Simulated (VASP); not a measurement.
Level of theory: PBE GGA, VASP's PBE PAW potentials (set 64) (plane waves; VASP).

The input files of a VASP run:

### INCAR
```
SYSTEM  =  InP
PREC  =  Accurate; ENCUT  =  300; LREAL  =  .False.
LASPH  =  .True.
EDIFF  =  1E-6; NELM  =  100; ALGO  =  Normal
LMAXMIX  =  4
ISMEAR  =  0; SIGMA  =  0.02
GGA  =  PE
ISIF  =  2
LWAVE  =  .False.; LCHARG  =  .False.
```

**POSCAR**
```
InP
1
    0.0000000000     2.9413480000     2.9413480000
    2.9413480000     0.0000000000     2.9413480000
    2.9413480000     2.9413480000     0.0000000000
In P
1 1
Direct
  0.0000000000   0.0000000000   0.0000000000
  0.2500000000   0.2500000000   0.2500000000
```

**KPOINTS**
```
kpoints
0
G
 5 5 5
0 0 0
```

POTCAR, in this order: In_d P (PBE.64 set). Program: vasp_std.

The resulting files:

File OSZICAR:
```
       N       E                     dE             d eps       ncg     rms          rms(c)
DAV:   1     0.936368580701E+02    0.93637E+02   -0.66041E+03   270   0.108E+03
DAV:   2    -0.331123515488E+01   -0.96948E+02   -0.93962E+02   295   0.270E+02
DAV:   3    -0.865474858301E+01   -0.53435E+01   -0.53249E+01   340   0.704E+01
DAV:   4    -0.877963380904E+01   -0.12489E+00   -0.12486E+00   335   0.124E+01
DAV:   5    -0.878357815058E+01   -0.39443E-02   -0.39442E-02   362   0.166E+00    0.564E+00
DAV:   6    -0.838257248548E+01    0.40101E+00   -0.75093E-01   371   0.151E+01    0.347E+00
DAV:   7    -0.835380362466E+01    0.28769E-01   -0.20925E-01   349   0.378E+00    0.128E+00
DAV:   8    -0.835424070298E+01   -0.43708E-03   -0.17498E-02   300   0.189E+00    0.362E-01
DAV:   9    -0.835496830174E+01   -0.72760E-03   -0.22373E-03   338   0.716E-01    0.190E-01
DAV:  10    -0.835504303921E+01   -0.74737E-04   -0.22606E-04   356   0.135E-01    0.138E-01
DAV:  11    -0.835509800466E+01   -0.54965E-04   -0.37404E-05   300   0.471E-02    0.491E-02
DAV:  12    -0.835511652147E+01   -0.18517E-04   -0.48869E-05   280   0.116E-01    0.200E-02
DAV:  13    -0.835511668441E+01   -0.16294E-06   -0.20258E-06   260   0.133E-02
   1 F= -.83551167E+01 E0= -.83551167E+01  d E =-.450905E-22
```

OUTCAR:
```
------------------------ aborting loop because EDIFF is reached ----------------------------------------
  FORCE on cell =-STRESS in cart. coord.  units (eV):
  Direction    XX          YY          ZZ          XY          YZ          ZX
  --------------------------------------------------------------------------------------
  Total        0.6924023      0.6924023      0.6924023     -0.0000000     -0.0000000     -0.0000000
  in kB       21.7971561     21.7971561     21.7971561     -0.0000000     -0.0000000     -0.0000000
  external PRESSURE =      21.7971561 kB  Pullay stress =       0.0000000 kB
  volume of cell :       50.89
      direct lattice vectors                 reciprocal lattice vectors
     0.000000000  2.941348000  2.941348000    -0.169990086  0.169990086  0.169990086
     2.941348000  0.000000000  2.941348000     0.169990086 -0.169990086  0.169990086
     2.941348000  2.941348000  0.000000000     0.169990086  0.169990086 -0.169990086
  FREE ENERGIE OF THE ION-ELECTRON SYSTEM (eV)
  ---------------------------------------------------
  free  energy   TOTEN  =        -8.3551166844 eV

  energy  without entropy=       -8.3551166844  energy(sigma->0) =       -8.35511668
```
(Selected blocks of OUTCAR.)

**OUTCAR**
```
 val. band max:        5.0862870463   @ k =   0.0000   0.0000   0.0000

 cond. band min:       5.7295500353   @ k =   0.0000   0.0000   0.0000


 Fermi energy:         5.2177995986

 k-point     1 :       0.0000    0.0000    0.0000
  band No.  band energies     occupation
      1      -9.0759      2.00000
      2      -9.0759      2.00000
      3      -9.0759      2.00000
      4      -8.9297      2.00000
      5      -8.9297      2.00000
      6      -6.3600      2.00000
      7       5.0863      2.00000
      8       5.0863      2.00000
      9       5.0863      2.00000
     10       5.7296      0.00000
     11       9.1675      0.00000
     12       9.1675      0.00000
     13       9.1676      0.00000

 k-point     2 :       0.2000    0.0000    0.0000
  band No.  band energies     occupation
      1      -9.1174      2.00000
      2      -9.0594      2.00000
      3      -9.0593      2.00000
      4      -8.9285      2.00000
      5      -8.9285      2.00000
      6      -5.9222      2.00000
      7       2.3996      2.00000
      8       4.6866      2.00000
      9       4.6866      2.00000
     10       6.8764      0.00000
     11       9.7239      0.00000
     12       9.7239      0.00000
     13       9.8443      0.00000

 k-point     3 :       0.4000    0.0000    0.0000
  band No.  band energies     occupation
      1      -9.1799      2.00000
      2      -9.0404      2.00000
      3      -9.0404      2.00000
      4      -8.9192      2.00000
      5      -8.9192      2.00000
      6      -4.9205      2.00000
      7      -0.1393      2.00000
      8       4.1995      2.00000
      9       4.1995      2.00000
     10       6.6097      0.00000
     11       9.9216      0.00000
     12       9.9216      0.00000
     13      11.8887      0.00000

 k-point     4 :       0.2000    0.2000    0.0000
  band No.  band energies     occupation
      1      -9.1459      2.00000
      2      -9.0416      2.00000
      3      -9.0416      2.00000
...
```

At this cut-off the stress carries a Pulay error, which pulls relaxed volumes low. Unless said otherwise, spin-orbit coupling is left out, though it shifts the bands of the heavy elements here.

The structure comes from a computed database's InP entry; how it stands against other phases isn't given here. The cell was not relaxed at this level.
